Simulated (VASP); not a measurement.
Calculation: PBEsol GGA, VASP's PBE PAW potentials (set 64) (plane waves; VASP).

VASP input:

File KPOINTS:
```
Automatic mesh
0
Gamma
12 12 12
0 0 0
```

**POSCAR**
```
MgO
1
    0.0000000000     2.1050000000     2.1050000000
    2.1050000000     0.0000000000     2.1050000000
    2.1050000000     2.1050000000     0.0000000000
Mg O
1 1
Direct
  0.0000000000   0.0000000000   0.0000000000
  0.5000000000   0.5000000000   0.5000000000
```

INCAR:
```
LASPH=.TRUE.
PREC=Accurate
LWAVE=.FALSE.
NELM=100   ! most electronic steps
LORBIT=11
ISMEAR=-5
ISIF=2   ! forces and stress, cell fixed
EDIFF=1E-7
ALGO=Normal   ! blocked Davidson
ENCUT=520   ! plane-wave cut-off (eV)
LREAL=.FALSE.   ! projection in real space or not
GGA=PS   ! PBEsol
LCHARG=.TRUE.
NEDOS=601   ! DOS grid
SYSTEM=MgO
```

POTCAR, in this order: Mg O (PBE.64 set). Program: vasp_std.

What VASP printed:

OUTCAR:
```
 ion  position               nearest neighbor table
   1  0.000  0.000  0.000-   2 2.10   2 2.10   2 2.10   2 2.10   2 2.10   2 2.10
   2  0.500  0.500  0.500-   1 2.10   1 2.10   1 2.10   1 2.10   1 2.10   1 2.10
  LATTYP: Found a face centered cubic cell.
 ALAT       =     4.2100000000
 Subroutine PRICEL returns:
 Original cell was already a primitive cell.
 Subroutine GETGRP returns: Found 48 space group operations
The static configuration has the point symmetry O_h .
The dynamic configuration has the point symmetry O_h .
 Subroutine INISYM returns: Found 48 space group operations
 Subroutine IBZKPT returns following result:
 Found     72 irreducible k-points:

 Following reciprocal coordinates:
            Coordinates               Weight
  0.000000  0.000000  0.000000      1.000000
  0.083333  0.000000  0.000000      8.000000
  0.166667  0.000000  0.000000      8.000000
  0.250000  0.000000  0.000000      8.000000
  0.333333  0.000000  0.000000      8.000000
  0.416667  0.000000  0.000000      8.000000
  0.500000  0.000000  0.000000      4.000000
  0.083333  0.083333  0.000000      6.000000
  0.166667  0.083333  0.000000     24.000000
  0.250000  0.083333  0.000000     24.000000
  0.333333  0.083333  0.000000     24.000000
  0.416667  0.083333  0.000000     24.000000
  0.500000  0.083333  0.000000     24.000000
 -0.416667  0.083333  0.000000     24.000000
 -0.333333  0.083333  0.000000     24.000000
 -0.250000  0.083333  0.000000     24.000000
 -0.166667  0.083333  0.000000     24.000000
 -0.083333  0.083333  0.000000     12.000000
  0.166667  0.166667  0.000000      6.000000
  0.250000  0.166667  0.000000     24.000000
  0.333333  0.166667  0.000000     24.000000
  0.416667  0.166667  0.000000     24.000000
  0.500000  0.166667  0.000000     24.000000
 -0.416667  0.166667  0.000000     24.000000
 -0.333333  0.166667  0.000000     24.000000
 -0.250000  0.166667  0.000000     24.000000
 -0.166667  0.166667  0.000000     12.000000
  0.250000  0.250000  0.000000      6.000000
  0.333333  0.250000  0.000000     24.000000
  0.416667  0.250000  0.000000     24.000000
  0.500000  0.250000  0.000000     24.000000
 -0.416667  0.250000  0.000000     24.000000
 -0.333333  0.250000  0.000000     24.000000
 -0.250000  0.250000  0.000000     12.000000
  0.333333  0.333333  0.000000      6.000000
  0.416667  0.333333  0.000000     24.000000
  0.500000  0.333333  0.000000     24.000000
 -0.416667  0.333333  0.000000     24.000000
 -0.333333  0.333333  0.000000     12.000000
  0.416667  0.416667  0.000000      6.000000
   k-points           NKPTS =     72   k-points in BZ     NKDIM =     72   number of bands    NBANDS=      8
   number of dos      NEDOS =    601   number of ions     NIONS =      2
   total plane-waves  NPLWV =  13824
   dimension x,y,z NGX =    24 NGY =   24 NGZ =   24
   dimension x,y,z NGXF=    48 NGYF=   48 NGZF=   48
   ions per type =               1   1
   PREC   = accura    normal or accurate (medium, high low for compatibility)
   ISTART =      0    job   : 0-new  1-cont  2-samecut
   ICHARG =      2    charge: 1-file 2-atom 10-const
   ISPIN  =      1    spin polarized calculation?
   LNONCOLLINEAR =      F non collinear calculations
   LSORBIT =      F    spin-orbit coupling
   INIWAV =      1    electr: 0-lowe 1-rand  2-diag
   ENCUT  =  520.0 eV  38.22 Ry    6.18 a.u.   5.54  5.54  5.54*2*pi/ulx,y,z
   NELM   =    100;   NELMIN=  2; NELMDL= -5     # of ELM steps
   EDIFF  = 0.1E-06   stopping-criterion for ELM
   LREAL  =      F    real-space projection
   NLSPLINE    = F    spline interpolate recip. space projectors
   LMAXMIX     =    2 max onsite mixed and CHGCAR
...
```

File OSZICAR:
```
       N       E                     dE             d eps       ncg     rms          rms(c)
DAV:   1     0.102536160566E+02    0.10254E+02   -0.47779E+03  1384   0.878E+02
DAV:   2    -0.136282475518E+02   -0.23882E+02   -0.23572E+02  1480   0.134E+02
DAV:   3    -0.138980393955E+02   -0.26979E+00   -0.26979E+00  1400   0.164E+01
DAV:   4    -0.138984893256E+02   -0.44993E-03   -0.44993E-03  1608   0.639E-01
DAV:   5    -0.138984897045E+02   -0.37885E-06   -0.37885E-06  1480   0.121E-02    0.667E+00
DAV:   6    -0.125509594164E+02    0.13475E+01   -0.87554E+00  1152   0.207E+01    0.223E+00
DAV:   7    -0.125258555421E+02    0.25104E-01   -0.40737E-02  1224   0.253E+00    0.128E+00
DAV:   8    -0.125125375563E+02    0.13318E-01   -0.20322E-02  1168   0.219E+00    0.145E-01
DAV:   9    -0.125124450824E+02    0.92474E-04   -0.30782E-04  1720   0.160E-01    0.743E-02
DAV:  10    -0.125124847427E+02   -0.39660E-04   -0.57743E-05  1192   0.843E-02    0.378E-03
DAV:  11    -0.125124846746E+02    0.68152E-07   -0.16763E-06  1672   0.967E-03    0.189E-03
DAV:  12    -0.125124847478E+02   -0.73244E-07   -0.66855E-08   768   0.298E-03
   1 F= -.12512485E+02 E0= -.12512485E+02  d E =0.000000E+00
```

File OUTCAR:
```
------------------------ aborting loop because EDIFF is reached ----------------------------------------
  FORCE on cell =-STRESS in cart. coord.  units (eV):
  Direction    XX          YY          ZZ          XY          YZ          ZX
  --------------------------------------------------------------------------------------
  Total       -0.0036082     -0.0036082     -0.0036082     -0.0000000     -0.0000000     -0.0000000
  in kB       -0.3098987     -0.3098987     -0.3098987     -0.0000000     -0.0000000     -0.0000000
  external PRESSURE =      -0.3098987 kB  Pullay stress =       0.0000000 kB
  volume of cell :       18.65
      direct lattice vectors                 reciprocal lattice vectors
     0.000000000  2.105000000  2.105000000    -0.237529691  0.237529691  0.237529691
     2.105000000  0.000000000  2.105000000     0.237529691 -0.237529691  0.237529691
     2.105000000  2.105000000  0.000000000     0.237529691  0.237529691 -0.237529691
  FREE ENERGIE OF THE ION-ELECTRON SYSTEM (eV)
  ---------------------------------------------------
  free  energy   TOTEN  =       -12.5124847478 eV

  energy  without entropy=      -12.5124847478  energy(sigma->0) =      -12.51248475

 total charge

# of ion       s       p       d       tot
------------------------------------------
    1        0.150   0.182   0.080   0.412
    2        1.537   3.542   0.000   5.079
--------------------------------------------------
tot          1.688   3.723   0.080   5.491
```
(Selected blocks of OUTCAR.)

The compound is MgO in the rock salt structure. The cell was not relaxed at this level.
